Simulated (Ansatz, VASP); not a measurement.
Fitting the PBE energy curve of RbNiO2

```xyz
8
Lattice="0.0000 4.2280 4.2280 4.2280 0.0000 4.2280 4.2280 4.2280 0.0000" Properties=species:S:1:pos:R:3 pbc="T T T"
Rb    6.3420    6.3420    6.3420
Rb    4.2280    4.2280    4.2280
Ni    2.1140    2.1140    2.1140
Ni    0.0000    0.0000    0.0000
O     3.1710    1.0570    3.1710
O     3.1710    3.1710    1.0570
O     1.0570    3.1710    3.1710
O     1.0570    1.0570    1.0570
```

The cell comes from a database or a generator and needn't be the stable form of this composition.

The cell was scaled at fixed shape and fractions and run with Ansatz, Ansatz PAW, cutoff 420 eV; PBE, k mesh 6 × 6 × 6 on the cell of 8 atoms, fermi-dirac occupations of 0.05 eV, collinear spin, ferromagnetic start, no spin-orbit coupling. Energies are those that the program minimises, any entropy of the smearing included. The magnetic state is the one that the start led to, which needn't be the lowest.

```csv
V (Å³/atom),energy over the lowest row (meV/atom)
17.7612,1.86
18.1391,0.00
18.5170,1.65
18.8949,?
19.2728,14.41
19.6507,24.80
20.0286,37.43
```

Question: Fit the third-order Birch-Murnaghan form, give V0, B0 and B′, and predict the energy left open.

Answer: With y = (V0/V)^(2/3), E = E0 + (9 V0 B0/16) [(y - 1)³ B′ + (y - 1)² (6 - 4y)]. Least squares through the rows shown give V0 = 18.1420 Å³/atom, E0 = -0.03 meV, B0 = 73.38 GPa (1 eV/Å³ = 160.218 GPa) and B′ = 4.50, with a largest miss of 0.03 meV. At V = 18.8949 the form with these constants gives 6.61 meV; the run gave 6.63 meV an atom. Other set-ups at this level, from all their volumes (Å³/atom, GPa): VASP, PBE PAW files Ni, O, Rb_sv, 520 eV: V0 18.078, B0 72.44.
